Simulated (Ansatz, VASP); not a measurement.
One calculation of LuNO, two programs

```
Lu N O
1.0
     3.62969    0.00000    0.00000
    -1.81484    3.14340    0.00000
     0.00000    0.00000    3.41264
Lu N O
1 1 1
Direct
  0.00000 0.00000 0.50000
  0.66667 0.33333 0.00000
  0.33333 0.66667 0.50000
```

Change from the starting cell: species swapped into the BaAlSn type (P-6m2, No. 187).

Alike in both runs: functional PBE; k mesh 6 × 6 × 4; occupations gaussian, width 0.1 eV; no spin polarisation.

Ansatz relaxed the structure, and its values are those at the end. VASP's run is a single point on that final structure, the one shown.

```csv
,VASP,Ansatz
version,VASP 6.6.1,Ansatz 0.2.0
potentials or method,"VASP PAW PBE potentials, release 64 (Lu, N, O)","scalar-relativistic, plane waves, PAW"
plane-wave cutoff (eV),520,420
valence electrons in the cell,36,36
```

```csv
,VASP,Ansatz,Ansatz less VASP
gap on the k mesh at the Fermi level (eV),none,none,-
pressure (GPa),0.4,0.0,-0.37
```

A gap of «none» marks a metal or a gap that the smearing closes.

Caveats: the k mesh is coarse (spacing up to 0.46 Å⁻¹), so the values aren't converged. Spin-orbit coupling is left out, which matters for the levels of Lu.
